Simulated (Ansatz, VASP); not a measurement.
**Two plane-wave programs on TiAu**

```
CELL_PARAMETERS angstrom
3.19160 0.00000 0.00000
0.00000 3.19160 0.00000
0.00000 0.00000 3.19160
ATOMIC_POSITIONS crystal
Ti 0.50000 0.50000 0.50000
Au 0.00000 0.00000 0.00000
```

Alike in both runs: functional LDA; k mesh 14 × 14 × 14; occupations fermi-dirac, width 0.15 eV; no spin polarisation.

Ansatz relaxed the structure, and its values are those at the end. VASP's run is a single point on that final structure, the one shown.

|  | VASP | Ansatz |
| --- | --- | --- |
| version | VASP 6.6.1 | Ansatz 0.2.0 |
| potentials or method | VASP PAW LDA potentials, release 64 (Ti_sv, Au) | scalar-relativistic, plane waves, PAW |
| plane-wave cutoff (eV) | 520 | 420 |
| valence electrons in the cell | 23 | 31 |

|  | VASP | Ansatz | Ansatz less VASP |
| --- | --- | --- | --- |
| gap on the k mesh at the Fermi level (eV) | none | none | - |
| pressure (GPa) | 0.3 | 0.0 | -0.34 |

A gap of «none» marks a metal or a gap that the smearing closes. The two sets of potentials don't hold the same shells in valence.

The runs have no spin-orbit coupling, so splittings on Au are missing.
